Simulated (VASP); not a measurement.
OSZICAR of a VASP run on Ca (fcc):

### OSZICAR
```
       N       E                     dE             d eps       ncg     rms          rms(c)
DAV:   1     0.637191928407E+02    0.63719E+02   -0.52794E+03   846   0.102E+03
DAV:   2    -0.910883272918E+00   -0.64630E+02   -0.64332E+02   873   0.225E+02
DAV:   3    -0.212771269027E+01   -0.12168E+01   -0.12122E+01  1323   0.342E+01
DAV:   4    -0.217999495623E+01   -0.52282E-01   -0.52233E-01  1287   0.516E+00
DAV:   5    -0.218053425165E+01   -0.53930E-03   -0.53879E-03  1422   0.421E-01    0.231E+00
DAV:   6    -0.217120100782E+01    0.93332E-02   -0.13743E-02  1067   0.146E+00    0.141E+00
DAV:   7    -0.216847620851E+01    0.27248E-02   -0.18820E-02  1126   0.190E+00    0.103E-01
DAV:   8    -0.216801666600E+01    0.45954E-03   -0.22322E-03  1030   0.489E-01    0.183E-02
DAV:   9    -0.216801719001E+01   -0.52401E-06   -0.10963E-04  1330   0.869E-02    0.472E-03
DAV:  10    -0.216801720358E+01   -0.13570E-07   -0.64223E-06  1176   0.279E-02
   1 F= -.21680172E+01 E0= -.21678983E+01  d E =-.216802E+01
       N       E                     dE             d eps       ncg     rms          rms(c)
DAV:   1    -0.277152198075E+01   -0.60350E+00   -0.15863E+01   911   0.464E+01    0.469E+00
DAV:   2    -0.228593544662E+01    0.48559E+00   -0.13347E+00   863   0.151E+01    0.221E+00
DAV:   3    -0.218391666027E+01    0.10202E+00   -0.78019E-01  1170   0.811E+00    0.608E-01
DAV:   4    -0.218955341812E+01   -0.56368E-02   -0.44996E-02  1001   0.247E+00    0.324E-01
DAV:   5    -0.219894757789E+01   -0.93942E-02   -0.13627E-02  1254   0.537E-01    0.204E-01
DAV:   6    -0.220010971618E+01   -0.11621E-02   -0.13988E-03  1411   0.288E-01    0.940E-02
DAV:   7    -0.220014320466E+01   -0.33488E-04   -0.23888E-04   994   0.194E-01    0.120E-02
DAV:   8    -0.220014273795E+01    0.46671E-06   -0.13234E-05  1197   0.379E-02    0.120E-03
DAV:   9    -0.220014358045E+01   -0.84250E-06   -0.68848E-07   714   0.675E-03
   2 F= -.22001436E+01 E0= -.21997273E+01  d E =-.321264E-01
       N       E                     dE             d eps       ncg     rms          rms(c)
DAV:   1    -0.238977855081E+01   -0.18964E+00   -0.52657E+00   903   0.273E+01    0.265E+00
DAV:   2    -0.223499295685E+01    0.15479E+00   -0.47242E-01   887   0.882E+00    0.128E+00
DAV:   3    -0.220037706955E+01    0.34616E-01   -0.26195E-01  1160   0.470E+00    0.386E-01
DAV:   4    -0.220196118983E+01   -0.15841E-02   -0.14995E-02   957   0.150E+00    0.188E-01
DAV:   5    -0.220536511396E+01   -0.34039E-02   -0.62350E-03  1271   0.373E-01    0.103E-01
DAV:   6    -0.220554996937E+01   -0.18486E-03   -0.31649E-04  1413   0.143E-01    0.446E-02
DAV:   7    -0.220549241700E+01    0.57552E-04   -0.11448E-04   960   0.138E-01    0.359E-02
DAV:   8    -0.220552203409E+01   -0.29617E-04   -0.75947E-05  1328   0.828E-02    0.334E-03
DAV:   9    -0.220552190114E+01    0.13295E-06   -0.29717E-07   514   0.606E-03
   3 F= -.22055219E+01 E0= -.22050490E+01  d E =-.375047E-01
```

### Question
Which electronic solver shows in the log?

### Answer
It is blocked Davidson (ALGO = Normal, or the opening steps of other solvers). The INCAR had ALGO = Normal.

### Question
Can the final energy be trusted as converged?

### Answer
Self-consistency was reached. It stopped with EDIFF = 1E-6, NELM = 100, NSW = 60 and EDIFFG = -0.01 after 3 ionic steps (LDA (Ceperley-Alder, Perdew-Zunger), plane waves, VASP's LDA PAW potentials (set 64)). Energy and stress use the plane-wave basis of the starting cell.

The compound is Ca in the fcc structure. This run relaxes it. Symmetry was kept, so distortions that lower it aren't found.
